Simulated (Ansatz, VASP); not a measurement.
**Cross-check of TaN between VASP and Ansatz**

Wanted: the spread between two codes on one cell, functional and k mesh. The cell is taken from a series of runs on this material, whose earlier steps may have relaxed, scaled, displaced or heated it; both programs get it as it stands.

Method: plane waves, with VASP 6.6.1 beside it; zone-centre phonons at PBEsol, in Ansatz 0.2.0.

## Step 1: The starting structure

The structure is orthorhombic, space group Immm (No. 71). Conventional cell: a = 2.970 Å, b = 3.192 Å, c = 4.375 Å, α = 90.00°, β = 90.00°, γ = 90.00°. Nearest to N lie 6 Ta at 2.18 to 2.19 Å. Nearest to Ta lie 6 N at 2.18 to 2.19 Å. Farther neighbours and most contacts between anions are not listed.

## Step 2: Ansatz: zone-centre phonons, PBEsol

Ansatz runs on its PAW soft_1 files.

Second derivatives magnify differences that forces hide, and they need a tight electronic threshold.

The input, input.yaml:

```yaml
crystal:
  lattice:
    - [-0.0786901504, 2.1785881262, 2.1876905304]
    - [2.1785881262, -0.0786901504, 2.1876905304]
    - [2.0998979758, 2.0998979758, 0.0]
  atoms:
    - { symbol: "N", position: [0.0, 0.0, 0.0] }
    - { symbol: Ta, position: [0.5, 0.5, 0.5] }
kpoints:
  mp_grid: { grid: [16, 16, 16] }
hamiltonian:
  xc: pbesol
  pseudopotentials: { kind: paw, azcp: { folder: soft_1 }, xc_functional: pbe }
scf:
  occupations: { method: methfessel_paxton, width: 0.2 }
output:
  eigenvalues: true
phonons:
  method: dfpt
```

Run with:

```bash
ansatz run input.yaml --threads 4 --pin off --max-ram 10240MiB --backend cpu --events-out ev --progress --plain --runs-dir out
```

Numbers of over 12 decimals in the logs are rounded to 6 here.

The program printed:

```text
zone centre: on kpoints.mp_grid the ground state, and the responses unless they are solved on pairs of k-points, stand on 1098 of the mesh's 4096 k-points, reduced under 4 symmetry operations, with k and −k counted as one. Each operation leaves every solved displacement unchanged or reverses it
Engine: ansatz 0.2.0, aarch64-unknown-linux-gnu
Pseudopotentials: kind: paw
Pseudopotential: N, paw, valence charge 5, recommended cutoff 420 eV (normal), soft_1/N.paw.azcp
Pseudopotential: Ta, paw, valence charge 13, recommended cutoff 420 eV (normal), soft_1/Ta.paw.azcp
Functional definition: PBEsol
  exchange = pbesol_x
  correlation = pbesol_c
Crystal: 2 atoms, lattice volume = 20.740 Å³
Basis set: ecut = 420 eV, 411 PW (Γ), exchange–correlation on 48×48×48 points (8 copies of the dense FFT grid, shifted against one another)
Bands: 13, of which v1, the nominal top of the filled ones, is band 9 counted from 1 (8 counted from 0)
Symmetry: 8 space group operations
k-points: 1098 of 4096 (irreducible under 4 space group operations)
Non-local potential: N, projectors of the file, l = 0: 2, l = 1: 2, l = 2: 1
Non-local potential: Ta, projectors of the file, l = 0: 3, l = 1: 2, l = 2: 2, l = 3: 1
PAW form: soft (Blöchl's): semilocal exchange-correlation on the pseudo side does not see the compensation charge
PAW frozen core: N, regenerated for the run's functional, and the local potential with it (the file was generated under x = pbe(κ = 0.804, μ = 0.219515), c = pbe(β = 0.066725))
PAW frozen core: Ta, regenerated for the run's functional, and the local potential with it (the file was generated under x = pbe(κ = 0.804, μ = 0.219515), c = pbe(β = 0.066725))
PAW one-centre angular grid: N, 110 points (default); XC on 64 Gauss nodes
PAW one-centre angular grid: Ta, 590 points (default); XC on 64 Gauss nodes
Initial density: superposition of atomic densities (chi_scale 0.1, normalization cell, long waves kept (reshape's long-wave potential 0.00 eV rms))
Initial wavefunctions: pseudopotential atomic-orbital guess
Functional: x = pbesol(κ = 0.804, μ = 0.123457), c = pbesol(β = 0.046)
SCF iter   1: F=—  HF=-10188.050274 eV  |F-HF|=—  |Δ(HF+E_count)|=         —  Δρ=4.94e-2  dr2=4.95e-1  ethr=3.10e-3  ⟨swp⟩=5.0  Hψ=152641  notcnv=0
automatic band count: the SCF goes on with 17 bands, as 13 were too few: the levels above may hold too much charge
preconditioner: auto → none  [metal: Δε(μ)=0.014 eV  Ē_g=16.105 eV  σ=0.200 eV  W_gap=0.06  n_scr=8 (ndim 8)  ℏωp=25.8 eV  f_vac=0.000  D(μ)=0.83/eV (n_scr^D=8)  sad-step TF]
SCF iter   2: F=—  HF=-10188.019039 eV  |F-HF|=—  |Δ(HF+E_count)|=   3.12e-2  S|Δr|=    0.00e0  Δρ=3.51e-2  dr2=2.85e-1  ethr=2.75e-3  ⟨swp⟩=1.0  Hψ=27450  notcnv=0  defer=3
SCF iter   3: F=—  HF=-10187.954086 eV  |F-HF|=—  |Δ(HF+E_count)|=   6.50e-2  S|Δr|=    0.00e0  Δρ=3.02e-3  dr2=4.52e-4  ethr=1.58e-3  ⟨swp⟩=2.5  Hψ=25019  notcnv=0  defer=3
SCF iter   4: F=—  HF=-10187.954374 eV  |F-HF|=—  |Δ(HF+E_count)|=   2.88e-4  S|Δr|=    0.00e0  Δρ=5.91e-4  dr2=8.13e-5  ethr=2.51e-6  ⟨swp⟩=2.7  Hψ=33839  notcnv=0  defer=1433
SCF iter   5: F=—  HF=-10187.954359 eV  |F-HF|=—  |Δ(HF+E_count)|=   1.53e-5  S|Δr|=    0.00e0  Δρ=7.27e-5  dr2=1.02e-6  ethr=4.51e-7  ⟨swp⟩=2.2  Hψ=20397  notcnv=0  defer=1433
SCF iter   6: F=—  HF=-10187.954358 eV  |F-HF|=—  |Δ(HF+E_count)|=   1.12e-6  S|Δr|=    0.00e0  Δρ=1.33e-5  dr2=8.69e-9  ethr=5.69e-9  ⟨swp⟩=2.4  Hψ=24241  notcnv=0  defer=1586
SCF iter   7: F=—  HF=-10187.954358 eV  |F-HF|=—  |Δ(HF+E_count)|=   4.14e-9  S|Δr|=    0.00e0  Δρ=1.01e-6  dr2=6.49e-11  ethr=4.83e-11  ⟨swp⟩=2.2  Hψ=24918  notcnv=0  defer=1589
SCF iter   8: F=-10187.954358 eV  HF=-10187.954358 eV  |F-HF|=7.28e-12  |Δ(HF+E_count)|=  3.64e-11  S|Δr|=    0.00e0  Δρ=9.19e-8  dr2=1.38e-12  ethr=1.00e-12  ⟨swp⟩=9.4  Hψ=83880  notcnv=0
SCF 1 converged in 8 iterations: F = -10187.954358 eV  dr2 = 1.38e-12
  greatest PAW one-centre occupation: 0.999 electrons in one spin orbital (limit 2), on the Ta atom at site 1 (counted from 0), in its partial waves of l = 0
DFPT response loops at Γ: preconditioner auto → Kerker (q_TF=auto, 2.665 Å⁻¹) (partly filled bands, converged f_vac=0.000); β = 1.00, the filter's whole step (`scf.mixing.beta` (0.50) is not read by the response loops under this deck's `scf.mixing.preconditioner`; to damp them name `kerker` or `kerker_dos`, under which they read `scf.mixing.beta`, and type it under 1.00, their step now; both keys bind the ground state too); Broyden in place of MSR1
SCF converged after 8 iterations
Stability not checked: this state was not tested for a lower state beside it, because cold or Methfessel-Paxton smearing, or corrected tetrahedra, fill the levels in a way that the test cannot read (fill_not_monotonic; see scf.lower_state_search)
Free energy (F): -10187.954358 eV
Harris-Foulkes:  -10187.954358 eV  (|F-HF|=7.28e-12)
Internal energy: -10187.953270 eV  (E = F + TS)
E sigma→0 (E₀):  -10187.954086 eV
Entropy (-TS):   -0.001088 eV (-0.544 meV/atom)
Fermi energy:    21.953424 eV
--- Per-component energies (eV) ---
  E_band       = -39.043398
  E_kinetic    = 526.431611
  E_local      = -553.302857  (includes V_loc(G=0)·N_el)
  E_nonlocal   = 26.564619
  E_hartree    = 198.841783
  E_xc         = -379.629026
  E_vxc        = -311.036218  (∫ρ·V_xc dr)
  E_paw        = -8304.795194  (= ΣΔE_a)
  E_vpaw       = -125.384991  (= ΣTr[D̂ρ^β])
  E_aug_tail   = 0.000903  (compensation charges beyond the density's cutoff)
  E_ewald      = -1702.306921
  E_core_change = 0.241812  (= ΣΔE_core)
  E_smearing   = -0.001088  (= −TS)
  E_closure    = 0.000000  (closes the sum)
  Σ components = -10187.954358   (vs F -10187.954358, Δ=0.00e0)
--- Band table (eV; the first three rows and the last of 1098) ---
  k-point 0: bands = [... 5 lower, 17.9575, 18.1000, 18.3861, 19.2581, 19.6234, 20.4495, 22.0545, 22.1566, ... 4 higher]
  k-point 1: bands = [... 5 lower, 17.5679, 17.7236, 17.9366, 19.4431, 19.7944, 20.5569, 22.4782, 22.5817, ... 4 higher]
  k-point 2: bands = [... 5 lower, 16.7658, 16.7847, 17.1290, 19.8485, 20.1818, 20.7576, 23.4821, 23.6075, ... 4 higher]
  k-point 1097: bands = [... 5 lower, 15.2941, 16.3351, 17.0655, 17.6877, 24.2521, 25.7272, 25.7484, 26.8364, ... 4 higher]
--- Phonons (Γ-DFPT): 4 representative perturbations + reference, on 1098 of 4096 k-points (Σ response iterations 12) ---
  k mesh reduced under 4 symmetry operations, with k and −k counted as one. Each operation leaves every solved displacement unchanged or reverses it
  ASR residual: 8.997e-5 → 0.000e0 eV/Å²; symmetrization residual: 1.034e-6 eV/Å²
  ASR residual per site (eV/Å²): 3.55e-5 9.00e-5
  Γ frequencies (cm⁻¹): 0.00 0.00 0.00 405.15 414.89 450.72
  non-analytic LO–TO correction: not included (Born effective charges unavailable; polar crystals: no LO–TO splitting at Γ)
```

[end of part 1 of 2]

[Lines on the potential files, build, host, timing and source positions are cut from VASP's logs without a mark.]

[Logs are printed without paths, hosts, clocks, repeated set-up lines and the standing remarks that a program may print on its own settings, such as how far it seeks lower states.]

[Hosts, paths, dates, database ids (printed as entryN), source tags and the programs' standing remarks are cut or masked in the printed files.]
